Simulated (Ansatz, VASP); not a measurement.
# SrMg: VASP beside Ansatz

INCAR

```
PREC = Accurate
ENCUT = 520
EDIFF = 1E-7
ISMEAR = 0
SIGMA = 0.15
LREAL = F
LASPH = T
NELM = 100
ALGO = Normal
ISIF = 2
LWAVE = F
LCHARG = F
NBANDS = 13
```

The input KPOINTS:

```
Automatic mesh
0
Gamma
  14 14 14
```

The input POSCAR:

```
SrMg
1.0
   -1.4697037843      2.9394075687      2.9394075687
    2.9394075687     -1.4697037843      2.9394075687
    2.9394075687      2.9394075687     -1.4697037843
Sr Mg
1 1
Direct
    0.5000000000      0.5000000000      0.5000000000
    0.0000000000      0.0000000000      0.0000000000
```

Input for Ansatz:

```yaml
crystal:
  lattice:
    - [-1.4697037843, 2.9394075687, 2.9394075687]
    - [2.9394075687, -1.4697037843, 2.9394075687]
    - [2.9394075687, 2.9394075687, -1.4697037843]
  atoms:
    - { symbol: Sr, position: [0.5, 0.5, 0.5] }
    - { symbol: Mg, position: [0.0, 0.0, 0.0] }
basis:
  ecutwfc: 420
kpoints:
  mp_grid: { grid: [14, 14, 14] }
hamiltonian:
  xc: lda
scf:
  occupations: { method: gaussian, width: 0.15 }
output:
  forces: true
  stress: true
  eigenvalues: true
```

Alike in both runs: task single point; functional LDA; k mesh 14 × 14 × 14; occupations gaussian, width 0.15 eV; no spin polarisation.

|  | VASP | Ansatz |
| --- | --- | --- |
| version | VASP 6.6.1 | Ansatz 0.2.0 |
| potentials or method | VASP PAW LDA potentials, release 64 (Sr_sv, Mg) | scalar-relativistic, plane waves, PAW |
| plane-wave cutoff (eV) | 520 | 420 |
| valence electrons in the cell | 12 | 20 |

```csv
,VASP,Ansatz,Ansatz less VASP
gap on the k mesh at the Fermi level (eV),none,none,-
pressure (GPa),-3.7,-3.5,+0.19
```

A gap of «none» marks a metal or a gap that the smearing closes. The two sets of potentials don't hold the same shells in valence.
